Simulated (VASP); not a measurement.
These are PBE GGA with D3 dispersion (Becke-Johnson damping), VASP's PBE PAW potentials (set 64) (plane waves; VASP 6.6.1) values and carry that method's errors.

VASP ran on this input.

INCAR:
```
SYSTEM = NiAl
PREC = Accurate
ENCUT = 520
EDIFF = 1E-6
NELM = 100
ALGO = Normal
LREAL = .FALSE.
LASPH = .TRUE.
ISMEAR = 1
SIGMA = 0.1
GGA = PE
IVDW = 12
LMAXMIX = 4
LWAVE = .FALSE.
LCHARG = .FALSE.
IBRION = 2
ISIF = 3
NSW = 60
EDIFFG = -0.01
```

KPOINTS:
```
Automatic mesh
0
Gamma
11 11 11
0 0 0
```

POSCAR:
```
NiAl
1.0
  2.8900000000   0.0000000000   0.0000000000
  0.0000000000   2.8900000000   0.0000000000
  0.0000000000   0.0000000000   2.8900000000
Al Ni
1 1
direct
  0.5000000000   0.5000000000   0.5000000000
  0.0000000000   0.0000000000   0.0000000000
```

POTCAR, in this order: Al Ni (PBE.64 set). Program: vasp_std.

Output

### OUTCAR
```
 ion  position               nearest neighbor table
   1  0.500  0.500  0.500-   2 2.50   2 2.50   2 2.50   2 2.50   2 2.50   2 2.50   2 2.50   2 2.50
  LATTYP: Found a simple cubic cell.
 ALAT       =     2.8900000000
 Subroutine PRICEL returns:
 Original cell was already a primitive cell.
 Subroutine GETGRP returns: Found 48 space group operations
The static configuration has the point symmetry O_h .
The dynamic configuration has the point symmetry O_h .
 Subroutine INISYM returns: Found 48 space group operations
 Subroutine IBZKPT returns following result:
 Found     56 irreducible k-points:

 Following reciprocal coordinates:
            Coordinates               Weight
  0.000000  0.000000  0.000000      1.000000
  0.090909  0.000000  0.000000      6.000000
  0.181818  0.000000  0.000000      6.000000
  0.272727  0.000000  0.000000      6.000000
  0.363636  0.000000  0.000000      6.000000
  0.454545  0.000000  0.000000      6.000000
  0.090909  0.090909  0.000000     12.000000
  0.181818  0.090909  0.000000     24.000000
  0.272727  0.090909  0.000000     24.000000
  0.363636  0.090909  0.000000     24.000000
  0.454545  0.090909  0.000000     24.000000
  0.181818  0.181818  0.000000     12.000000
  0.272727  0.181818  0.000000     24.000000
  0.363636  0.181818  0.000000     24.000000
  0.454545  0.181818  0.000000     24.000000
  0.272727  0.272727  0.000000     12.000000
  0.363636  0.272727  0.000000     24.000000
  0.454545  0.272727  0.000000     24.000000
  0.363636  0.363636  0.000000     12.000000
  0.454545  0.363636  0.000000     24.000000
  0.454545  0.454545  0.000000     12.000000
  0.090909  0.090909  0.090909      8.000000
  0.181818  0.090909  0.090909     24.000000
  0.272727  0.090909  0.090909     24.000000
  0.363636  0.090909  0.090909     24.000000
  0.454545  0.090909  0.090909     24.000000
  0.181818  0.181818  0.090909     24.000000
  0.272727  0.181818  0.090909     48.000000
  0.363636  0.181818  0.090909     48.000000
  0.454545  0.181818  0.090909     48.000000
  0.272727  0.272727  0.090909     24.000000
  0.363636  0.272727  0.090909     48.000000
  0.454545  0.272727  0.090909     48.000000
  0.363636  0.363636  0.090909     24.000000
  0.454545  0.363636  0.090909     48.000000
  0.454545  0.454545  0.090909     24.000000
  0.181818  0.181818  0.181818      8.000000
  0.272727  0.181818  0.181818     24.000000
  0.363636  0.181818  0.181818     24.000000
  0.454545  0.181818  0.181818     24.000000
   k-points           NKPTS =     56   k-points in BZ     NKDIM =     56   number of bands    NBANDS=     10
   number of dos      NEDOS =    301   number of ions     NIONS =      2
   total plane-waves  NPLWV =  13824
   dimension x,y,z NGX =    24 NGY =   24 NGZ =   24
   dimension x,y,z NGXF=    48 NGYF=   48 NGZF=   48
   ions per type =               1   1
   PREC   = accura    normal or accurate (medium, high low for compatibility)
   ISTART =      0    job   : 0-new  1-cont  2-samecut
   ICHARG =      2    charge: 1-file 2-atom 10-const
   ISPIN  =      1    spin polarized calculation?
   LNONCOLLINEAR =      F non collinear calculations
   LSORBIT =      F    spin-orbit coupling
   INIWAV =      1    electr: 0-lowe 1-rand  2-diag
   ENCUT  =  520.0 eV  38.22 Ry    6.18 a.u.   5.37  5.37  5.37*2*pi/ulx,y,z
   NELM   =    100;   NELMIN=  2; NELMDL= -5     # of ELM steps
   EDIFF  = 0.1E-05   stopping-criterion for ELM
   LREAL  =      F    real-space projection
   NLSPLINE    = F    spline interpolate recip. space projectors
   LMAXMIX     =    4 max onsite mixed and CHGCAR
   VOSKOWN=      0    Vosko Wilk Nusair interpolation
...
```

**OSZICAR**
```
       N       E                     dE             d eps       ncg     rms          rms(c)
DAV:   1     0.397337933062E+02    0.39734E+02   -0.57397E+03  1136   0.134E+03
DAV:   2    -0.106857948084E+02   -0.50420E+02   -0.48126E+02  1124   0.205E+02
DAV:   3    -0.119361641150E+02   -0.12504E+01   -0.12382E+01  1344   0.421E+01
DAV:   4    -0.119566892409E+02   -0.20525E-01   -0.20513E-01  1254   0.476E+00
DAV:   5    -0.119573372762E+02   -0.64804E-03   -0.64802E-03  1300   0.892E-01    0.118E+01
DAV:   6    -0.138499665148E+02   -0.18926E+01   -0.58252E+01  1246   0.131E+02    0.157E+01
DAV:   7    -0.105555101835E+02    0.32945E+01   -0.16721E+01  1238   0.785E+01    0.112E+00
DAV:   8    -0.105484564632E+02    0.70537E-02   -0.43807E-01  1398   0.844E+00    0.101E+00
DAV:   9    -0.105350835449E+02    0.13373E-01   -0.56453E-02  1308   0.387E+00    0.184E-01
DAV:  10    -0.105347131115E+02    0.37043E-03   -0.15867E-03  1316   0.626E-01    0.746E-02
DAV:  11    -0.105347090204E+02    0.40911E-05   -0.43347E-05  1320   0.675E-02    0.265E-02
DAV:  12    -0.105347070101E+02    0.20103E-05   -0.37199E-06   978   0.355E-02    0.327E-03
DAV:  13    -0.105347065247E+02    0.48548E-06   -0.29493E-07   574   0.578E-03
   1 F= -.11411995E+02 E0= -.11411818E+02  d E =-.114120E+02
       N       E                     dE             d eps       ncg     rms          rms(c)
DAV:   1    -0.114230186784E+02   -0.88831E+00   -0.11549E+01  1222   0.629E+01    0.917E+00
DAV:   2    -0.124322590901E+02   -0.10092E+01   -0.34447E+01  1260   0.102E+02    0.111E+01
DAV:   3    -0.104933313859E+02    0.19389E+01   -0.10849E+01  1238   0.628E+01    0.102E+00
DAV:   4    -0.104926955958E+02    0.63579E-03   -0.15488E-01  1264   0.449E+00    0.907E-01
DAV:   5    -0.104859603675E+02    0.67352E-02   -0.25192E-02  1420   0.230E+00    0.241E-01
DAV:   6    -0.104857154254E+02    0.24494E-03   -0.17564E-03  1250   0.706E-01    0.675E-02
DAV:   7    -0.104857038814E+02    0.11544E-04   -0.60296E-05  1544   0.102E-01    0.260E-02
DAV:   8    -0.104856994741E+02    0.44072E-05   -0.14217E-05  1190   0.622E-02    0.533E-03
DAV:   9    -0.104856992262E+02    0.24798E-06   -0.63548E-07   590   0.102E-02
   2 F= -.11417286E+02 E0= -.11417016E+02  d E =-.529092E-02
       N       E                     dE             d eps       ncg     rms          rms(c)
DAV:   1    -0.106789741249E+02   -0.19327E+00   -0.21384E+00  1202   0.283E+01    0.362E+00
DAV:   2    -0.108271225484E+02   -0.14815E+00   -0.54473E+00  1252   0.406E+01    0.460E+00
DAV:   3    -0.105233020915E+02    0.30382E+00   -0.22416E+00  1276   0.259E+01    0.714E-01
DAV:   4    -0.105178160158E+02    0.54861E-02   -0.20492E-02  1304   0.222E+00    0.142E-01
DAV:   5    -0.105175670403E+02    0.24898E-03   -0.62232E-04  1398   0.235E-01    0.410E-02
DAV:   6    -0.105175739812E+02   -0.69410E-05   -0.15508E-05  1228   0.480E-02    0.189E-02
DAV:   7    -0.105175772904E+02   -0.33091E-05   -0.20246E-06   624   0.156E-02    0.376E-03
DAV:   8    -0.105175775811E+02   -0.29070E-06   -0.72199E-07   560   0.164E-02
   3 F= -.11425272E+02 E0= -.11425047E+02  d E =-.132764E-01
```

File OUTCAR:
```
------------------------ aborting loop because EDIFF is reached ----------------------------------------
 Edisp (eV)   -0.90769
  FORCE on cell =-STRESS in cart. coord.  units (eV):
  Direction    XX          YY          ZZ          XY          YZ          ZX
  --------------------------------------------------------------------------------------
  Total       0.00038     0.00038     0.00038    -0.00000    -0.00000     0.00000
  in kB       0.02589     0.02589     0.02589    -0.00000    -0.00000     0.00000
  external pressure =        0.03 kB  Pullay stress =        0.00 kB
  volume of cell :       23.36
      direct lattice vectors                 reciprocal lattice vectors
     2.858532613 -0.000000000  0.000000000     0.349829838  0.000000000  0.000000000
    -0.000000000  2.858532613  0.000000000     0.000000000  0.349829838  0.000000000
    -0.000000000 -0.000000000  2.858532613    -0.000000000 -0.000000000  0.349829838
 POSITION                                       TOTAL-FORCE (eV/Angst)
 -----------------------------------------------------------------------------------
      1.42927      1.42927      1.42927        -0.000000      0.000000      0.000000
      0.00000      0.00000      0.00000         0.000000     -0.000000      0.000000
 -----------------------------------------------------------------------------------
    total drift:                                0.000000      0.000000      0.000000
  FREE ENERGIE OF THE ION-ELECTRON SYSTEM (eV)
  ---------------------------------------------------
  free  energy   TOTEN  =       -11.4252715696 eV

  energy  without entropy=      -11.4245978835  energy(sigma->0) =      -11.42504701

 reached required accuracy - stopping structural energy minimisation
```
(Selected blocks of OUTCAR.)

CONTCAR:
```
NiAl
   1.00000000000000
     2.8585326131322693   -0.0000000000000000    0.0000000000000000
    -0.0000000000000000    2.8585326131322693    0.0000000000000000
    -0.0000000000000000   -0.0000000000000000    2.8585326131322693
  Al              Ni
     1     1
Direct
     0.5000000000000000    0.5000000000000000    0.5000000000000000
     0.0000000000000000    0.0000000000000000    0.0000000000000000
```

File OUTCAR:
```
 val. band max:       10.2361707315   @ k =   0.3636   0.1818   0.0909

 cond. band min:      10.3514326169   @ k =   0.3636   0.2727   0.0909


 Fermi energy:        10.3435226462

 k-point     1 :       0.0000    0.0000    0.0000
  band No.  band energies     occupation
      1      -0.9707      2.00000
      2       7.0113      2.00000
      3       7.0113      2.00000
      4       8.7636      2.00000
      5       8.7636      2.00000
      6       8.7636      2.00000
      7      15.9408      0.00000
      8      15.9408      0.00000
      9      15.9408      0.00000
     10      18.5448      0.00000

 k-point     2 :       0.0909    0.0000    0.0000
  band No.  band energies     occupation
      1      -0.8161      2.00000
      2       6.9982      2.00000
      3       7.0482      2.00000
      4       8.6963      2.00000
      5       8.6963      2.00000
      6       8.7708      2.00000
      7      14.5129      0.00000
      8      16.1445      0.00000
      9      16.1445      0.00000
     10      18.5508      0.00000

 k-point     3 :       0.1818    0.0000    0.0000
  band No.  band energies     occupation
      1      -0.3557      2.00000
      2       6.8919      2.00000
      3       7.1491      2.00000
      4       8.5258      2.00000
      5       8.5258      2.00000
      6       8.7902      2.00000
      7      12.4756      0.00000
      8      16.7261      0.00000
      9      16.7261      0.00000
     10      18.5683      0.00000

 k-point     4 :       0.2727    0.0000    0.0000
  band No.  band energies     occupation
      1       0.3984      2.00000
      2       6.4647      2.00000
      3       7.2856      2.00000
      4       8.3208      2.00000
      5       8.3208      2.00000
      6       8.8158      2.00000
      7      10.8631     -0.00000
      8      17.6208      0.00000
      9      17.6208      0.00000
     10      18.5946      0.00000

 k-point     5 :       0.3636    0.0000    0.0000
...
```

Energy and stress use the plane-wave basis of the starting cell.

The compound is NiAl in the CsCl type structure. This run relaxes it. Symmetry was kept, so distortions that lower it aren't found. The run is not spin-polarised, so no magnetic state was tried. The electron count is odd and the run is not spin-polarised, which forces a metal.
